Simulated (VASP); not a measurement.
Method: LDA (Ceperley-Alder, Perdew-Zunger), VASP's LDA PAW potentials (set 64) (plane waves; VASP 6.6.1).

A VASP calculation is set up with these files.

**KPOINTS**
```
K-points
0
G
 19 19 19
0 0 0
```

INCAR:
```
SYSTEM = Ni
PREC = Accurate; ENCUT = 500; LREAL = .FALSE.
LASPH = .TRUE.
EDIFF = 1E-6; NELM = 100; ALGO = Normal
LMAXMIX = 4
ISMEAR = 1; SIGMA = 0.1
ISPIN = 2; MAGMOM = 0.6
IBRION = 2; NSW = 40; ISIF = 3
EDIFFG = -0.02; PSTRESS = 300
LWAVE = .FALSE.; LCHARG = .FALSE.; LORBIT = 10
```

### POSCAR
```
Ni
1.0
  0.0000000000   1.6729559042   1.6729559042
  1.6729559042   0.0000000000   1.6729559042
  1.6729559042   1.6729559042   0.0000000000
Ni
1
direct
  0.0000000000   0.0000000000   0.0000000000
```

POTCAR, in this order: Ni (LDA.64 set). Program: vasp_std.

Energy and stress use the plane-wave basis of the starting cell.

### Question
Estimate the energy per atom (σ→0), cell moment, volume per atom, band gap (on the k-mesh).

### Answer

| Item | Result |
|---|---|
| energy per atom (σ→0) | -6.504 eV/atom |
| cell moment | 0.53 μB |
| band gap (on the k-mesh) | none (metal, semimetal or under 0.01 eV) |
| volume per atom | 9.12 Å³/atom |

**OSZICAR**
```
...
DAV:   2    -0.663932125902E+01    0.45484E+00   -0.73548E+00  8322   0.422E+01    0.257E+00
DAV:   3    -0.651883652561E+01    0.12048E+00   -0.82529E-01  8328   0.161E+01    0.122E+00
DAV:   4    -0.650461593497E+01    0.14221E-01   -0.97111E-03  8829   0.911E-01    0.597E-01
DAV:   5    -0.650341635561E+01    0.11996E-02   -0.34018E-03 10629   0.470E-01    0.122E-01
DAV:   6    -0.650338935416E+01    0.27001E-04   -0.27371E-05  8404   0.764E-02    0.650E-02
DAV:   7    -0.650340682076E+01   -0.17467E-04   -0.95768E-06  8991   0.527E-02    0.140E-02
DAV:   8    -0.650340662184E+01    0.19892E-06   -0.61578E-07  4190   0.103E-02
   3 F= -.47957689E+01 E0= -.47958655E+01  d E =-.795594E-02  mag=     0.5283
```

The compound is Ni in the fcc structure. This run relaxes it under an external pressure of 30 GPa. Symmetry was kept, so distortions that lower it aren't found.
